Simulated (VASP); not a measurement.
Al, 1 atom in the cell. Symmetry: Fm-3m, No. 225, cubic system. The conventional cell has a = 3.956 Å, b = 3.956 Å, c = 3.956 Å, α = 90.00°, β = 90.00°, γ = 90.00°. Around Al (site symmetry m-3m) lie 12 Al at 2.80 Å.  The cell isn't the ideal one: a relaxed cell with its volume scaled by 0.98.

```yaml
Program: VASP 6.6.1
Task: relaxation of the atoms
Functional: PBE
Dispersion: D3(BJ)
Potentials_or_basis: VASP PAW PBE potentials, release 64 (Al)
Cutoff: 600 eV
k_mesh: 16 × 16 × 16
Occupations: methfessel-paxton, width 0.1 eV
Spin: no spin polarisation
Further_INCAR_settings: ALGO = Normal; EDIFF = 1e-07; IBRION = 2; EDIFFG = -0.01; NSW = 40
```

Potentials or basis: VASP PAW PBE potentials, release 64 (Al).

The run is started by

```bash
$ cat potpaw_PBE.64/Al/POTCAR > POTCAR
$ mpirun -np 1 vasp_std > vasp.out
```

Hardware: 1 thread of Intel(R) Xeon(R) 6975P-C (Granite Rapids), on a shared host.

Question: Estimate the wall time of this run.

Answer: It took 3.8 s on 1 thread of Intel(R) Xeon(R) 6975P-C (Granite Rapids), on a shared host, peak memory 0.15 GiB. Counts: scf iterations 11, k points 145, ion steps 1.
